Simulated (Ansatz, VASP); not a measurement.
Two plane-wave programs on RbMg3

INCAR

```
SYSTEM = RbMg3
ALGO     = Fast           ! electronic algorithm
EDIFF    = 1E-6           ! SCF threshold, eV
EDIFFG   = -0.01          ! ionic threshold
ENCUT    = 600            ! plane-wave cutoff, eV
GGA      = PE             ! functional
IBRION   = 2              ! ionic algorithm
ISIF     = 3              ! what is computed and relaxed
ISMEAR   = 0              ! smearing method
LASPH    = .True.         ! aspherical terms in the spheres
LCHARG   = .False.        ! write CHGCAR
LREAL    = .False.        ! projectors in reciprocal space
LWAVE    = .False.        ! write WAVECAR
NELM     = 100            ! most SCF steps
NSW      = 100            ! ionic steps
PREC     = Accurate       ! precision mode
SIGMA    = 0.1            ! smearing width, eV
```

File KPOINTS:

```
k-points
0
Gamma
  10 10 10
  0 0 0
```

The input POSCAR:

```
RbMg3
1.0
    5.1475832625      0.0000000000      0.0000000000
    0.0000000000      5.1475832625      0.0000000000
    0.0000000000      0.0000000000      5.1475832625
Rb Mg
1 3
Direct
    0.0000000000      0.0000000000      0.0000000000
    0.5000000000      0.0000000000      0.5000000000
    0.0000000000      0.5000000000      0.5000000000
    0.5000000000      0.5000000000      0.0000000000
```

Input for Ansatz:

```yaml
crystal:
  lattice:
    - [5.1475832625, 0.0, 0.0]
    - [0.0, 5.1475832625, 0.0]
    - [0.0, 0.0, 5.1475832625]
  atoms:
    - { symbol: Rb, position: [0.0, 0.0, 0.0] }
    - { symbol: Mg, position: [0.5, 0.0, 0.5] }
    - { symbol: Mg, position: [0.0, 0.5, 0.5] }
    - { symbol: Mg, position: [0.5, 0.5, 0.0] }
basis:
  ecutwfc: 420
kpoints:
  mp_grid: { grid: [10, 10, 10] }
hamiltonian:
  xc: pbe
scf:
  occupations: { method: gaussian, width: 0.1 }
output:
  forces: true
  stress: true
  eigenvalues: true
  write_density: true
  write_potential: true
  elf: true
  volumetric_format: npy
relax:
  adjacent_minimum: "off"
  f_tol: 0.01
  max_steps: 80
  cell: { stress_tol: 0.05 }
```

Change from the starting cell: species swapped into the GaNi3 type (Pm-3m, No. 221).

Alike in both runs: task relaxation of cell and atoms; functional PBE; k mesh 10 × 10 × 10; occupations gaussian, width 0.1 eV; no spin polarisation.

```csv
,VASP,Ansatz
version,VASP 6.6.1,Ansatz 0.2.0
potentials or method,"VASP PAW PBE potentials, release 64 (Rb_sv, Mg)","scalar-relativistic, plane waves, PAW"
plane-wave cutoff (eV),600,420
valence electrons in the cell,15,39
```

```tsv
	VASP	Ansatz	Ansatz less VASP
gap on the k mesh at the Fermi level, each at its own relaxed structure (eV)	none	none	-
relaxed volume (Å³/atom)	34.62	34.64	+0.020
relaxed cell length with the largest relative difference (Å)	5.174	5.175	+0.0010
```

A gap of «none» marks a metal or a gap that the smearing closes. The two sets of potentials don't hold the same shells in valence.
